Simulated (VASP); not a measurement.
Output of a VASP run:

**OSZICAR**
```
       N       E                     dE             d eps       ncg     rms          rms(c)
DAV:   1     0.130541026259E+03    0.13054E+03   -0.95012E+03  2496   0.181E+03
DAV:   2    -0.130921625601E+02   -0.14363E+03   -0.13719E+03  2568   0.408E+02
DAV:   3    -0.237381575762E+02   -0.10646E+02   -0.10223E+02  3368   0.103E+02
DAV:   4    -0.243116322781E+02   -0.57347E+00   -0.57270E+00  3236   0.222E+01
DAV:   5    -0.243283049161E+02   -0.16673E-01   -0.16671E-01  3412   0.346E+00    0.187E+01
DAV:   6    -0.193787701328E+02    0.49495E+01   -0.32155E+01  2976   0.705E+01    0.718E+00
DAV:   7    -0.187510959561E+02    0.62767E+00   -0.48270E+00  3112   0.284E+01    0.491E+00
DAV:   8    -0.187152931266E+02    0.35803E-01   -0.13751E-01  2636   0.497E+00    0.304E+00
DAV:   9    -0.187151127394E+02    0.18039E-03   -0.16013E-01  2788   0.509E+00    0.830E-01
DAV:  10    -0.187118291994E+02    0.32835E-02   -0.16679E-02  3548   0.188E+00    0.590E-01
DAV:  11    -0.187102498340E+02    0.15794E-02   -0.74221E-03  2688   0.134E+00    0.116E-01
DAV:  12    -0.187102404087E+02    0.94253E-05   -0.46315E-04  2752   0.326E-01    0.366E-02
DAV:  13    -0.187102260104E+02    0.14398E-04   -0.23313E-05  3692   0.651E-02    0.122E-02
DAV:  14    -0.187102238300E+02    0.21804E-05   -0.14884E-06  2224   0.107E-02    0.250E-03
DAV:  15    -0.187102237547E+02    0.75280E-07   -0.28124E-07  1372   0.812E-03
   1 F= -.18710224E+02 E0= -.18710263E+02  d E =-.187102E+02
```

File OUTCAR:
```
------------------------ aborting loop because EDIFF is reached ----------------------------------------
  FORCE on cell =-STRESS in cart. coord.  units (eV):
  Direction    XX          YY          ZZ          XY          YZ          ZX
  --------------------------------------------------------------------------------------
  Total       -0.0183241     -0.0183241     -0.0183241      0.0000000      0.0000000     -0.0000000
  in kB       -1.4423195     -1.4423195     -1.4423195      0.0000000      0.0000000     -0.0000000
  external PRESSURE =      -1.4423195 kB  Pullay stress =       0.0000000 kB
  volume of cell :       20.36
      direct lattice vectors                 reciprocal lattice vectors
     0.000000000  2.167107667  2.167107667    -0.230722270  0.230722270  0.230722270
     2.167107667  0.000000000  2.167107667     0.230722270 -0.230722270  0.230722270
     2.167107667  2.167107667  0.000000000     0.230722270  0.230722270 -0.230722270
 POSITION                                       TOTAL-FORCE (eV/Angst)
 -----------------------------------------------------------------------------------
      0.00000      0.00000      0.00000         0.000000     -0.000000     -0.000000
      2.16711      2.16711      2.16711        -0.000000      0.000000      0.000000
 -----------------------------------------------------------------------------------
    total drift:                               -0.000000      0.000000      0.000000
  FREE ENERGIE OF THE ION-ELECTRON SYSTEM (eV)
  ---------------------------------------------------
  free  energy   TOTEN  =       -18.7102237547 eV

  energy  without entropy=      -18.7103419494  energy(sigma->0) =      -18.71026315

 reached required accuracy - stopping structural energy minimisation
```
(Selected blocks of OUTCAR.)

POSCAR:
```
TiC
1
    0.0000000000     2.1671076671     2.1671076671
    2.1671076671     0.0000000000     2.1671076671
    2.1671076671     2.1671076671    -0.0000000000
Ti C
1 1
Direct
  0.0000000000   0.0000000000   0.0000000000
  0.5000000000   0.5000000000   0.5000000000
```

Reconstruct the remaining input files.

Several could match; the one computed here: the input of the run itself, PBE GGA, plane waves, VASP's PBE PAW potentials (set 64).

File KPOINTS:
```
kpoints
0
Gamma
14 14 14
```

INCAR:
```
ALGO = Normal
EDIFF = 1E-6
EDIFFG = -0.02
ENCUT = 620
GGA = PE
IBRION = 2
ISIF = 3
ISMEAR = 1
LASPH = .TRUE.
LCHARG = .FALSE.
LMAXMIX = 4
LREAL = .FALSE.
LWAVE = .FALSE.
NELM = 100
NSW = 40
PREC = Accurate
SIGMA = 0.1
SYSTEM = TiC
```

POTCAR, in this order: Ti_sv C (PBE.64 set). Program: vasp_std.

The compound is TiC in the rock salt structure. It was relaxed first.
